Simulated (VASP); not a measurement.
```yaml
crystal:
  lattice:
    - [1.34230, -2.27925, 0.00000]
    - [1.34230, 2.27925, 0.00000]
    - [0.00000, 0.00000, 4.38739]
  atoms:
    - { symbol: Ru, position: [0.33333, 0.66667, 0.25000] }
    - { symbol: Ru, position: [0.69102, 0.35769, 0.75000] }
```

Calculation: revPBE GGA, VASP's PBE PAW potentials (set 64) (plane waves; VASP). Run with 400 eV cut-off, 14×14×8 Γ-centred mesh, first-order Methfessel-Paxton smearing of 0.10 eV, potentials Ru_pv.

Problem. Which forces act on the atoms, in eV/Å?

Solution. 
```json
[
 {"atom": "Ru1", "Fx": "0.369", "Fy": "0.082", "Fz": "0.000"},
 {"atom": "Ru2", "Fx": "-0.369", "Fy": "-0.082", "Fz": "0.000"}
]
```

Problem. Give the stress tensor in GPa (positive for a compressed cell).

Solution. 
```
14.08  -1.64   0.00
-1.64  22.47   0.00
 0.00   0.00  -3.32
```
The pressure is its mean diagonal, 11.08 GPa.

The compound is Ru in the hcp structure. The cell was not relaxed at this level, atoms are displaced from their ideal sites. The run is one of a series of settings (GGA = RE against the base run), some of them coarse on purpose.
